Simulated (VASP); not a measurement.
Method: vdW-DF2, VASP's PBE PAW potentials (set 64) (plane waves; VASP).

Input for VASP

### KPOINTS
```
Automatic mesh
0
Gamma
11 11 11
0 0 0
```

### POSCAR
```
GaAs
1
    0.0000000000     2.9617051474     2.9617051474
    2.9617051474     0.0000000000     2.9617051474
    2.9617051474     2.9617051474     0.0000000000
Ga As
1 1
Direct
  0.0000000000   0.0000000000   0.0000000000
  0.2500000000   0.2500000000   0.2500000000
```

INCAR:
```
SYSTEM = GaAs
PREC = Accurate; ENCUT = 520; LREAL = F
LASPH = T
EDIFF = 1E-7; NELM = 100; ALGO = Normal
LMAXMIX = 4
ISMEAR = 1; SIGMA = 0.1
GGA = ML; LUSE_VDW = T; AGGAC = 0.0
ZAB_VDW = -1.8867
ISIF = 2
LWAVE = F; LCHARG = F
```

POTCAR, in this order: Ga_d As (PBE.64 set). Program: vasp_std.

Output of the run:

File OSZICAR:
```
       N       E                     dE             d eps       ncg     rms          rms(c)
DAV:   1     0.872618785423E+02    0.87262E+02   -0.90814E+03  1464   0.180E+03
DAV:   2     0.404494559379E+01   -0.83217E+02   -0.80220E+02  1571   0.323E+02
DAV:   3    -0.265627619655E+01   -0.67012E+01   -0.66529E+01  1831   0.780E+01
DAV:   4    -0.278239174808E+01   -0.12612E+00   -0.12601E+00  1700   0.116E+01
DAV:   5    -0.278433104326E+01   -0.19393E-02   -0.19392E-02  1762   0.123E+00    0.240E+00
DAV:   6    -0.260482309260E+01    0.17951E+00   -0.37111E-01  1965   0.819E+00    0.132E+00
DAV:   7    -0.258657406658E+01    0.18249E-01   -0.10289E-01  1641   0.203E+00    0.555E-01
DAV:   8    -0.258487189889E+01    0.17022E-02   -0.14548E-02  1766   0.133E+00    0.819E-02
DAV:   9    -0.258492080817E+01   -0.48909E-04   -0.15399E-03  1854   0.680E-01    0.463E-02
DAV:  10    -0.258493236733E+01   -0.11559E-04   -0.80825E-05  1606   0.935E-02    0.269E-02
DAV:  11    -0.258494132574E+01   -0.89584E-05   -0.35348E-05  1571   0.741E-02    0.300E-03
DAV:  12    -0.258494156787E+01   -0.24213E-06   -0.12271E-06  1827   0.121E-02    0.232E-03
DAV:  13    -0.258494160938E+01   -0.41509E-07   -0.31918E-07  1491   0.594E-03
   1 F= -.25849416E+01 E0= -.25849951E+01  d E =0.160592E-03
```

OUTCAR:
```
------------------------ aborting loop because EDIFF is reached ----------------------------------------
  FORCE on cell =-STRESS in cart. coord.  units (eV):
  Direction    XX          YY          ZZ          XY          YZ          ZX
  --------------------------------------------------------------------------------------
  Total        0.0058293      0.0058293      0.0058293      0.0000000      0.0000000     -0.0000000
  in kB        0.1797512      0.1797512      0.1797512      0.0000000      0.0000000     -0.0000000
  external PRESSURE =       0.1797512 kB  Pullay stress =       0.0000000 kB
  volume of cell :       51.96
      direct lattice vectors                 reciprocal lattice vectors
     0.000000000  2.961705147  2.961705147    -0.168821667  0.168821667  0.168821667
     2.961705147  0.000000000  2.961705147     0.168821667 -0.168821667  0.168821667
     2.961705147  2.961705147  0.000000000     0.168821667  0.168821667 -0.168821667
  FREE ENERGIE OF THE ION-ELECTRON SYSTEM (eV)
  ---------------------------------------------------
  free  energy   TOTEN  =        -2.5849416094 eV

  energy  without entropy=       -2.5851022011  energy(sigma->0) =       -2.58499514
```
(Selected blocks of OUTCAR.)

The compound is GaAs in the zinc blende structure. It was relaxed first, which changed the volume by +15 %.
